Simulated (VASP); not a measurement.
Crystal: MgNiGe.

```
Mg Ni Ge
1.0
     6.47418    0.00000    0.00000
     0.00000    4.07161    0.00000
     0.00000    0.00000    6.94261
Mg Ni Ge
4 4 4
Direct
  0.00194 0.25000 0.68763
  0.49806 0.75000 0.18763
  0.50194 0.25000 0.81237
  0.99806 0.75000 0.31237
  0.34605 0.25000 0.44589
  0.15395 0.75000 0.94589
  0.84605 0.25000 0.05411
  0.65395 0.75000 0.55411
  0.21043 0.25000 0.11862
  0.28957 0.75000 0.61862
  0.71043 0.25000 0.38138
  0.78957 0.75000 0.88138
```

| Item | Value |
| --- | --- |
| Program | VASP 6.6.1 |
| Task | relaxation of cell and atoms |
| Functional | r2SCAN |
| Potentials or basis | VASP PAW PBE potentials, release 64 (Mg, Ni, Ge_d) |
| Cutoff | 600 eV |
| k mesh | 6 × 10 × 6 |
| Occupations | methfessel-paxton, width 0.1 eV |
| Spin | no spin polarisation |

At the start: pressure -2.5 GPa; volume 15.25 Å³/atom.

**Question.** Where does the relaxation end?

**Answer.** Over 12 steps the energy falls by 3.1 meV/atom and the volume is 14.92 Å³/atom (-2.2 %); space group Pnma (No. 62, to 0.05 Å).

The path:
```tsv
step	energy change (eV)	largest force (eV/Å)	pressure (GPa)	volume (Å³)
1	0.0000	0.1049	-2.51	183.01
2	-0.0266	0.0636	1.37	176.75
3	-0.0353	0.0405	0.04	178.77
4	-0.0353	0.0396	-0.03	178.86
5	-0.0358	0.0240	-0.05	178.85
6	-0.0360	0.0245	-0.04	178.84
7	-0.0359	0.0436	0.00	178.82
8	-0.0361	0.0299	0.01	178.83
9	-0.0364	0.0215	0.00	178.86
10	-0.0368	0.0217	-0.01	178.93
11	-0.0368	0.0193	0.02	178.92
12	-0.0369	0.0078	-0.08	179.04
```

Final structure:
```cif
data_structure
_symmetry_space_group_name_H-M 'P 1'
_symmetry_Int_Tables_number 1
_cell_length_a 6.4414
_cell_length_b 4.0439
_cell_length_c 6.8733
_cell_angle_alpha 90.000
_cell_angle_beta 90.000
_cell_angle_gamma 90.000
_cell_volume 179.04
loop_
_atom_site_label
_atom_site_type_symbol
_atom_site_fract_x
_atom_site_fract_y
_atom_site_fract_z
_atom_site_occupancy
Mg1 Mg 0.00350 0.25000 0.68850 1
Mg2 Mg 0.49650 0.75000 0.18850 1
Mg3 Mg 0.50350 0.25000 0.81150 1
Mg4 Mg 0.99650 0.75000 0.31150 1
Ni1 Ni 0.34540 0.25000 0.44466 1
Ni2 Ni 0.15460 0.75000 0.94466 1
Ni3 Ni 0.84540 0.25000 0.05534 1
Ni4 Ni 0.65460 0.75000 0.55534 1
Ge1 Ge 0.20908 0.25000 0.11788 1
Ge2 Ge 0.29092 0.75000 0.61788 1
Ge3 Ge 0.70908 0.25000 0.38212 1
Ge4 Ge 0.79092 0.75000 0.88212 1
```

Caveat: the PAW data sets were made with another functional, which shifts forces and pressure a little.
